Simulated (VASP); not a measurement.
All values below come from PBE GGA, VASP's PBE PAW potentials (set 64) (plane waves; VASP 6.6.1).

Input for VASP

### KPOINTS
```
Automatic mesh
0
Gamma
1 1 1
0 0 0
```

POSCAR:
```
Zn32S31
1
   10.8925962356    -0.0000000000    -0.0000000000
   -0.0000000000    10.8925962356     0.0000000000
    0.0000000000     0.0000000000    10.8925962356
Zn S
32 31
Direct
  0.5000000000   0.0000000000   0.0000000000
  0.7500000000   0.2500000000   0.0000000000
  0.7500000000   0.0000000000   0.2500000000
  0.0000000000   0.0000000000   0.0000000000
  0.2500000000   0.2500000000   0.0000000000
  0.5000000000   0.5000000000   0.0000000000
  0.7500000000   0.7500000000   0.0000000000
  0.2500000000   0.0000000000   0.2500000000
  0.5018710000   0.2545450000   0.2512640000
  0.7455480000   0.4966690000   0.2513430000
  0.5000000000   0.0000000000   0.5000000000
  0.7545720000   0.2463040000   0.5027420000
  0.7500000000   0.0000000000   0.7500000000
  0.0000000000   0.5000000000   0.0000000000
  0.2500000000   0.7500000000   0.0000000000
  0.0000000000   0.2500000000   0.2500000000
  0.2500000000   0.5000000000   0.2500000000
  0.5000000000   0.7500000000   0.2500000000
  0.0000000000   0.0000000000   0.5000000000
  0.2500000000   0.2500000000   0.5000000000
  0.5032770000   0.4954770000   0.4965310000
  0.7500000000   0.7500000000   0.5000000000
  0.2500000000   0.0000000000   0.7500000000
  0.5000000000   0.2500000000   0.7500000000
  0.7500000000   0.5000000000   0.7500000000
  0.0000000000   0.7500000000   0.2500000000
  0.0000000000   0.5000000000   0.5000000000
  0.2500000000   0.7500000000   0.5000000000
  0.0000000000   0.2500000000   0.7500000000
  0.2500000000   0.5000000000   0.7500000000
  0.5000000000   0.7500000000   0.7500000000
  0.0000000000   0.7500000000   0.7500000000
  0.6250000000   0.1250000000   0.1250000000
  0.8750000000   0.3750000000   0.1250000000
  0.8750000000   0.1250000000   0.3750000000
  0.1250000000   0.1250000000   0.1250000000
  0.3750000000   0.3750000000   0.1250000000
  0.6250000000   0.6250000000   0.1250000000
  0.8750000000   0.8750000000   0.1250000000
  0.3750000000   0.1250000000   0.3750000000
  0.8750000000   0.6250000000   0.3750000000
  0.6250000000   0.1250000000   0.6250000000
  0.8750000000   0.3750000000   0.6250000000
  0.8750000000   0.1250000000   0.8750000000
  0.1250000000   0.6250000000   0.1250000000
  0.3750000000   0.8750000000   0.1250000000
  0.1250000000   0.3750000000   0.3750000000
  0.3750000000   0.6250000000   0.3750000000
  0.6250000000   0.8750000000   0.3750000000
  0.1250000000   0.1250000000   0.6250000000
  0.3750000000   0.3750000000   0.6250000000
  0.6250000000   0.6250000000   0.6250000000
  0.8750000000   0.8750000000   0.6250000000
  0.3750000000   0.1250000000   0.8750000000
  0.6250000000   0.3750000000   0.8750000000
  0.8750000000   0.6250000000   0.8750000000
  0.1250000000   0.8750000000   0.3750000000
  0.1250000000   0.6250000000   0.6250000000
  0.3750000000   0.8750000000   0.6250000000
  0.1250000000   0.3750000000   0.8750000000
  0.3750000000   0.6250000000   0.8750000000
  0.6250000000   0.8750000000   0.8750000000
  0.1250000000   0.8750000000   0.8750000000
```

### INCAR
```
ALGO = Fast
EDIFF = 1E-5
EDIFFG = -0.03
ENCUT = 400
GGA = PE
IBRION = 2
ISIF = 2
ISMEAR = 0
ISYM = 0
LASPH = .True.
LCHARG = .False.
LMAXMIX = 4
LREAL = Auto
LWAVE = .False.
NELM = 100
NELMIN = 4
NSW = 60
PREC = Normal
SIGMA = 0.05
SYSTEM = Zn32S31
```

POTCAR, in this order: Zn S (PBE.64 set). Program: vasp_gam.

The resulting files:

**OSZICAR**
```
...
RMM:   5    -0.210342043419E+03    0.91816E-03   -0.84924E-03   684   0.193E-01    0.966E-02
RMM:   6    -0.210342258418E+03   -0.21500E-03   -0.25189E-03   705   0.900E-02    0.855E-02
RMM:   7    -0.210342186302E+03    0.72116E-04   -0.48037E-04   686   0.436E-02    0.492E-02
RMM:   8    -0.210342205862E+03   -0.19560E-04   -0.45914E-04   683   0.362E-02    0.190E-02
RMM:   9    -0.210342196946E+03    0.89155E-05   -0.12121E-04   624   0.245E-02    0.250E-02
RMM:  10    -0.210342197260E+03   -0.31418E-06   -0.25780E-05   438   0.109E-02
   4 F= -.21034220E+03 E0= -.21034220E+03  d E =-.420231E-01
       N       E                     dE             d eps       ncg     rms          rms(c)
DAV:   1    -0.210329862795E+03    0.12334E-01   -0.17926E+01   696   0.723E+00    0.161E+00
RMM:   2    -0.210358755073E+03   -0.28892E-01   -0.33656E-01   684   0.117E+00    0.384E-01
RMM:   3    -0.210363138605E+03   -0.43835E-02   -0.61792E-02   687   0.523E-01    0.356E-01
RMM:   4    -0.210363837449E+03   -0.69884E-03   -0.14460E-02   709   0.269E-01    0.366E-01
RMM:   5    -0.210363319322E+03    0.51813E-03   -0.48283E-03   684   0.134E-01    0.706E-02
RMM:   6    -0.210363381046E+03   -0.61725E-04   -0.11112E-03   702   0.636E-02    0.621E-02
RMM:   7    -0.210363340499E+03    0.40547E-04   -0.27111E-04   694   0.320E-02    0.284E-02
RMM:   8    -0.210363350551E+03   -0.10052E-04   -0.24778E-04   659   0.257E-02    0.166E-02
RMM:   9    -0.210363345283E+03    0.52679E-05   -0.60006E-05   548   0.177E-02
   5 F= -.21036335E+03 E0= -.21036335E+03  d E =-.631711E-01
       N       E                     dE             d eps       ncg     rms          rms(c)
DAV:   1    -0.210386951550E+03   -0.23601E-01   -0.11870E+01   720   0.585E+00    0.432E-01
RMM:   2    -0.210391756857E+03   -0.48053E-02   -0.52705E-02   684   0.497E-01    0.196E-01
RMM:   3    -0.210392647325E+03   -0.89047E-03   -0.10050E-02   702   0.211E-01    0.151E-01
RMM:   4    -0.210392707489E+03   -0.60164E-04   -0.18750E-03   694   0.109E-01    0.137E-01
RMM:   5    -0.210392701642E+03    0.58468E-05   -0.10376E-03   685   0.542E-02    0.501E-02
RMM:   6    -0.210392682707E+03    0.18935E-04   -0.11468E-04   651   0.232E-02    0.403E-02
RMM:   7    -0.210392648047E+03    0.34661E-04   -0.66382E-05   560   0.142E-02    0.176E-02
RMM:   8    -0.210392646766E+03    0.12808E-05   -0.67626E-05   541   0.111E-02
   6 F= -.21039265E+03 E0= -.21039265E+03  d E =-.293015E-01
       N       E                     dE             d eps       ncg     rms          rms(c)
DAV:   1    -0.210394064326E+03   -0.14163E-02   -0.10935E+02   712   0.180E+01    0.128E+00
RMM:   2    -0.210445126606E+03   -0.51062E-01   -0.56215E-01   684   0.176E+00    0.579E-01
RMM:   3    -0.210452860055E+03   -0.77334E-02   -0.91921E-02   701   0.635E-01    0.458E-01
RMM:   4    -0.210453532129E+03   -0.67207E-03   -0.16366E-02   695   0.325E-01    0.418E-01
RMM:   5    -0.210453441367E+03    0.90762E-04   -0.93139E-03   684   0.166E-01    0.140E-01
RMM:   6    -0.210453335673E+03    0.10569E-03   -0.11476E-03   684   0.736E-02    0.119E-01
RMM:   7    -0.210453058948E+03    0.27673E-03   -0.40028E-04   685   0.382E-02    0.653E-02
RMM:   8    -0.210453018191E+03    0.40756E-04   -0.11572E-03   783   0.417E-02    0.225E-02
RMM:   9    -0.210452995173E+03    0.23019E-04   -0.14158E-04   652   0.232E-02    0.993E-03
RMM:  10    -0.210452998168E+03   -0.29957E-05   -0.27437E-05   433   0.110E-02
   7 F= -.21045300E+03 E0= -.21045300E+03  d E =-.896529E-01
       N       E                     dE             d eps       ncg     rms          rms(c)
DAV:   1    -0.210066732928E+03    0.38626E+00   -0.47392E+02   720   0.386E+01    0.265E+00
RMM:   2    -0.210417365316E+03   -0.35063E+00   -0.39190E+00   684   0.527E+00    0.150E+00
RMM:   3    -0.210442850342E+03   -0.25485E-01   -0.49682E-01   696   0.161E+00    0.948E-01
RMM:   4    -0.210448608704E+03   -0.57584E-02   -0.87200E-02   716   0.680E-01    0.885E-01
RMM:   5    -0.210445401149E+03    0.32076E-02   -0.33730E-02   684   0.396E-01    0.289E-01
RMM:   6    -0.210446846207E+03   -0.14451E-02   -0.11160E-02   685   0.190E-01    0.244E-01
RMM:   7    -0.210446218948E+03    0.62726E-03   -0.15488E-03   691   0.862E-02    0.207E-01
RMM:   8    -0.210445268948E+03    0.95000E-03   -0.96389E-03   826   0.138E-01    0.799E-02
RMM:   9    -0.210445074958E+03    0.19399E-03   -0.10034E-03   684   0.631E-02    0.436E-02
RMM:  10    -0.210445084992E+03   -0.10034E-04   -0.13746E-04   699   0.236E-02    0.189E-02
RMM:  11    -0.210445088932E+03   -0.39398E-05   -0.26855E-05   423   0.122E-02
   8 F= -.21044509E+03 E0= -.21044509E+03  d E =-.817436E-01
       N       E                     dE             d eps       ncg     rms          rms(c)
DAV:   1    -0.210387071639E+03    0.58013E-01   -0.13108E+02   696   0.189E+01    0.141E+00
RMM:   2    -0.210458999462E+03   -0.71928E-01   -0.80301E-01   684   0.213E+00    0.727E-01
RMM:   3    -0.210468783907E+03   -0.97844E-02   -0.14068E-01   716   0.826E-01    0.473E-01
RMM:   4    -0.210469492237E+03   -0.70833E-03   -0.23136E-02   685   0.370E-01    0.430E-01
RMM:   5    -0.210469116271E+03    0.37597E-03   -0.11487E-02   685   0.194E-01    0.137E-01
RMM:   6    -0.210469155999E+03   -0.39728E-04   -0.16323E-03   684   0.877E-02    0.130E-01
RMM:   7    -0.210468922924E+03    0.23307E-03   -0.45044E-04   696   0.442E-02    0.875E-02
RMM:   8    -0.210468794659E+03    0.12826E-03   -0.16637E-03   792   0.526E-02    0.226E-02
RMM:   9    -0.210468780076E+03    0.14584E-04   -0.19459E-04   667   0.256E-02    0.167E-02
RMM:  10    -0.210468780943E+03   -0.86726E-06   -0.34343E-05   461   0.125E-02
   9 F= -.21046878E+03 E0= -.21046878E+03  d E =-.105436E+00
       N       E                     dE             d eps       ncg     rms          rms(c)
DAV:   1    -0.210465675126E+03    0.31050E-02   -0.25763E+01   696   0.862E+00    0.130E+00
RMM:   2    -0.210485645764E+03   -0.19971E-01   -0.23424E-01   684   0.101E+00    0.385E-01
RMM:   3    -0.210488803408E+03   -0.31576E-02   -0.41109E-02   686   0.415E-01    0.311E-01
RMM:   4    -0.210489134823E+03   -0.33141E-03   -0.90417E-03   704   0.229E-01    0.298E-01
RMM:   5    -0.210488838511E+03    0.29631E-03   -0.31376E-03   684   0.110E-01    0.719E-02
RMM:   6    -0.210488857132E+03   -0.18620E-04   -0.65440E-04   700   0.497E-02    0.562E-02
RMM:   7    -0.210488825765E+03    0.31367E-04   -0.18202E-04   685   0.263E-02    0.246E-02
RMM:   8    -0.210488828922E+03   -0.31566E-05   -0.12998E-04   628   0.193E-02    0.916E-03
RMM:   9    -0.210488828413E+03    0.50876E-06   -0.27816E-05   464   0.129E-02
  10 F= -.21048883E+03 E0= -.21048883E+03  d E =-.200475E-01
       N       E                     dE             d eps       ncg     rms          rms(c)
DAV:   1    -0.210488823530E+03    0.53913E-05   -0.80312E-02   776   0.478E-01    0.715E-02
RMM:   2    -0.210488889248E+03   -0.65718E-04   -0.75984E-04   684   0.592E-02    0.225E-02
RMM:   3    -0.210488898476E+03   -0.92274E-05   -0.13706E-04   642   0.247E-02    0.181E-02
RMM:   4    -0.210488899641E+03   -0.11652E-05   -0.32927E-05   487   0.136E-02
  11 F= -.21048890E+03 E0= -.21048890E+03  d E =-.201187E-01
       N       E                     dE             d eps       ncg     rms          rms(c)
DAV:   1    -0.210488669455E+03    0.22902E-03   -0.22837E+00   706   0.268E+00    0.466E-01
RMM:   2    -0.210491117477E+03   -0.24480E-02   -0.29019E-02   684   0.336E-01    0.134E-01
RMM:   3    -0.210491531665E+03   -0.41419E-03   -0.52447E-03   686   0.144E-01    0.104E-01
RMM:   4    -0.210491576397E+03   -0.44731E-04   -0.11476E-03   711   0.781E-02    0.971E-02
RMM:   5    -0.210491537392E+03    0.39005E-04   -0.32520E-04   684   0.386E-02    0.238E-02
RMM:   6    -0.210491543944E+03   -0.65525E-05   -0.83015E-05   601   0.175E-02
  12 F= -.21049154E+03 E0= -.21049154E+03  d E =-.264430E-02
```

**OUTCAR**
```
------------------------ aborting loop because EDIFF is reached ----------------------------------------
  FORCE on cell =-STRESS in cart. coord.  units (eV):
  Direction    XX          YY          ZZ          XY          YZ          ZX
  --------------------------------------------------------------------------------------
  Total       -6.5436390     -6.5532230     -6.5493205     -0.2170651     -0.2446704      0.2648212
  in kB       -8.1121448     -8.1240261     -8.1191882     -0.2690955     -0.3033177      0.3282986
  external PRESSURE =      -8.1184531 kB  Pullay stress =       0.0000000 kB
  volume of cell :     1292.39
      direct lattice vectors                 reciprocal lattice vectors
    10.892596236  0.000000000  0.000000000     0.091805478  0.000000000  0.000000000
     0.000000000 10.892596236  0.000000000     0.000000000  0.091805478  0.000000000
     0.000000000  0.000000000 10.892596236     0.000000000  0.000000000  0.091805478
  FREE ENERGIE OF THE ION-ELECTRON SYSTEM (eV)
  ---------------------------------------------------
  free  energy   TOTEN  =      -210.4915439441 eV

  energy  without entropy=     -210.4915439441  energy(sigma->0) =     -210.49154394

 reached required accuracy - stopping structural energy minimisation
```
(Selected blocks of OUTCAR.)

### CONTCAR
```
Zn32S31
   1.00000000000000
    10.8925962355999992    0.0000000000000000    0.0000000000000000
     0.0000000000000000   10.8925962355999992    0.0000000000000000
     0.0000000000000000    0.0000000000000000   10.8925962355999992
  Zn              S
    32    31
Direct
     0.5009035639494385    0.0020644852353952    0.0020545714354693
     0.7499952633586912    0.2500369139020949    0.0007723902172980
     0.7494629687378103    0.0004158958701979    0.2498966721796410
     0.9999032051153719    0.0000644260683980    0.0001856596135800
     0.2518872122259264    0.2507315616772162    0.0017266800227780
     0.4999243583578014    0.5000450748427675    0.0003567816418765
     0.7492669338508765    0.7481114954423026    0.0018472597616179
     0.2520530935339544    0.0021573169725977    0.2508586216184797
     0.5134740142241454    0.2654962071080446    0.2635878484314819
     0.7342513738718899    0.4860825253458931    0.2640289821603064
     0.4999909489461978    0.0003752061549567    0.4993510176942642
     0.7409724215785970    0.2592034820261063    0.4911616891937159
     0.7494101747732170    0.0008895015138921    0.7489302233648623
     0.9977896484221911    0.4991130776479302    0.0020549492921886
     0.2501492198674504    0.7499097331598759    0.0002252752415544
     0.9996245816532565    0.2505343668878204    0.2497598984754908
     0.2505775284319167    0.5002175802745583    0.2500348951374694
     0.4998845979355132    0.7492519669590071    0.2500777954467436
     0.9990610610234838    0.0007826508729005    0.4993113269659864
     0.2508985851715430    0.2501363353466567    0.5000288789678456
     0.5147055787644118    0.4851455714190864    0.4836006626790357
     0.7497506815813496    0.7490157452891093    0.4999750437889106
     0.2503180437910683    0.9999872398027128    0.7499406071978592
     0.4997344954979159    0.2506128840709434    0.7495485290025320
     0.7493144353548633    0.5003407455941724    0.7495168500262023
     0.9976062693057340    0.7478930258413524    0.2509187746794830
     0.9996656836435894    0.5000978899702261    0.4994070866609498
     0.2521193439596518    0.7479922408557518    0.4992690443081794
     0.9989952552391265    0.2506197876508358    0.7489532938398361
     0.2520912425685316    0.4990415293130678    0.7475402580690892
     0.5009380527586598    0.7479131323515005    0.7474807323813946
     0.9999730190133345    0.7497416085083146    0.7499146666856281
     0.6245437632116985    0.1298817818880104    0.1297755163185301
     0.8700268144740876    0.3754748336117696    0.1298399713930501
     0.8714706348114331    0.1285492989013233    0.3750619384697652
     0.1252531048660823    0.1255381522189442    0.1254632367741438
     0.3789952189838178    0.3749895981332448    0.1290583815947892
     0.6250967637815754    0.6208568659431748    0.1291346453273262
     0.8743847230467610    0.8747987428083247    0.1255496306640291
     0.3797123679239240    0.1298370267867394    0.3744660549660403
     0.8701254557515258    0.6202329401133139    0.3745029412798320
     0.6249300699575863    0.1284689404995717    0.6214863694071883
     0.8715560308512086    0.3751736655860969    0.6215193508731706
     0.8745448575792101    0.1254165909484709    0.8748381880068716
     0.1245159997328093    0.6245263645254963    0.1254945634209065
     0.3756013493373813    0.8753766643367571    0.1255794264410476
     0.1253155410070980    0.3749742040562050    0.3749968226549273
     0.3792578073214887    0.6207077067404624    0.3753258898922003
     0.6250113010559021    0.8746575885236267    0.3749822943933094
     0.1250138130102531    0.1254505301534947    0.6245187786669470
     0.3799598399965999    0.3757953945275198    0.6199791615514851
     0.6241603898250262    0.6200470787412945    0.6199287534578953
     0.8744219692117228    0.8748404633838648    0.6244120192290771
     0.3754980529474862    0.1255557499328233    0.8752034753633229
     0.6250496796880715    0.3749836908988863    0.8751387463909717
     0.8744050656161275    0.6245167887569356    0.8751869465256639
     0.1253964983366659    0.8745305628629977    0.3747037968853231
     0.1252665771802658    0.6245002184249742    0.6243282684002203
     0.3755908947764398    0.8748214236642746    0.6242722271698165
     0.1253827124687520    0.3752724853163666    0.8752274232651940
     0.3753732135104659    0.6246309214020420    0.8744009220679764
     0.6247188560490715    0.8745611795916325    0.8752173380014961
     0.1249957771819549    0.8750063427456772    0.8749699549657262
```

The supercell is sampled at Γ alone, which is coarse: total energies, pressure and levels can be off, energies of defects by several tenths of an eV.

The cell is a supercell with a defect, built from ZnS (zinc blende): vac_S. The run is not spin-polarised, so no state with unpaired spins was tried.
